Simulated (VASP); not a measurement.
Method: PBE GGA, VASP's PBE PAW potentials (set 64) (plane waves; VASP).

Input for VASP

**KPOINTS**
```
kpoints
0
Gamma
  14 14 8
0 0 0
```

File POSCAR:
```
Zn
1
    1.3890798529    -2.4059573297     0.0000000000
    1.3890798529     2.4059573297     0.0000000000
    0.0000000000     0.0000000000     5.0474731979
Zn
2
Direct
  0.3333330000   0.6666670000   0.2500000000
  0.6666670000   0.3333330000   0.7500000000
```

INCAR:
```
ALGO  =  Normal
EDIFF  =  1E-7
EDIFFG  =  -0.01
ENCUT  =  480
GGA  =  PE
IBRION  =  2
ISIF  =  2
ISMEAR  =  1
LASPH  =  T
LCHARG  =  F
LMAXMIX  =  4
LREAL  =  F
LWAVE  =  F
NELM  =  100
NSW  =  30
PREC  =  Accurate
SIGMA  =  0.1
SYSTEM  =  Zn
```

POTCAR, in this order: Zn (PBE.64 set). Program: vasp_std.

Question: What will the output report for the number of irreducible k-points (NKPTS), number of bands (NBANDS), largest plane-wave count, number of space-group operations, FFT grid (NGX, NGY, NGZ)?

Answer: 
| Item | Result |
|---|---|
| number of irreducible k-points (NKPTS) | 120 |
| number of bands (NBANDS) | 16 |
| largest plane-wave count | 824 |
| number of space-group operations | 24 |
| FFT grid (NGX, NGY, NGZ) | 20 × 20 × 36 |

The compound is Zn in the hcp structure. This cell was strained or had an atom moved on purpose.
